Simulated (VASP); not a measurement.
An input for Ansatz (written as the equivalent of a VASP run, and not itself run):

Ansatz 0.2 input:
```yaml
crystal:
  lattice:
    - [0.0000000, 2.4350000, 2.4350000]
    - [2.4350000, 0.0000000, 2.4350000]
    - [2.4350000, 2.4350000, 0.0000000]
  atoms:
    - { symbol: Be, position: [0.0000000, 0.0000000, 0.0000000] }
    - { symbol: S, position: [0.2500000, 0.2500000, 0.2500000] }
kpoints:
  mp_grid: { grid: [8, 8, 8] }
hamiltonian:
  xc: pbe
  pseudopotentials: { kind: paw }
scf:
  occupations: { method: gaussian, width: 0.05 }
  max_iter: 100
output: { forces: true, stress: true, eigenvalues: true }
```

Question: Write the VASP files for the same calculation (PBE).

Answer: This is not unique; one that fits is 
### KPOINTS
```
Automatic mesh
0
Gamma
8 8 8
0 0 0
```

**INCAR**
```
SYSTEM = BeS
PREC = Accurate
ENCUT = 150
EDIFF = 1E-6
NELM = 100
ALGO = Normal
LREAL = .FALSE.
LASPH = .TRUE.
ISMEAR = 0
SIGMA = 0.05
GGA = PE
LWAVE = .FALSE.
LCHARG = .FALSE.
ISIF = 2
```

**POSCAR**
```
BeS
1.0
  0.0000000000   2.4350000000   2.4350000000
  2.4350000000   0.0000000000   2.4350000000
  2.4350000000   2.4350000000   0.0000000000
Be S
1 1
direct
  0.0000000000   0.0000000000   0.0000000000
  0.2500000000   0.2500000000   0.2500000000
```

POTCAR, in this order: Be S (PBE.64 set). Program: vasp_std.

What does not carry over: each code has its own PAW files, so the cut-off isn't converted (ENCUT is set for VASP's; basis.ecutwfc is left out, and Ansatz then takes the one that its files recommend); Ansatz stops its SCF on the density residual and VASP on the energy change (EDIFF).

The compound is BeS in the zinc blende structure. The cell was not relaxed at this level. The run is one of a series of settings (ENCUT = 150 against the base run), some of them coarse on purpose.
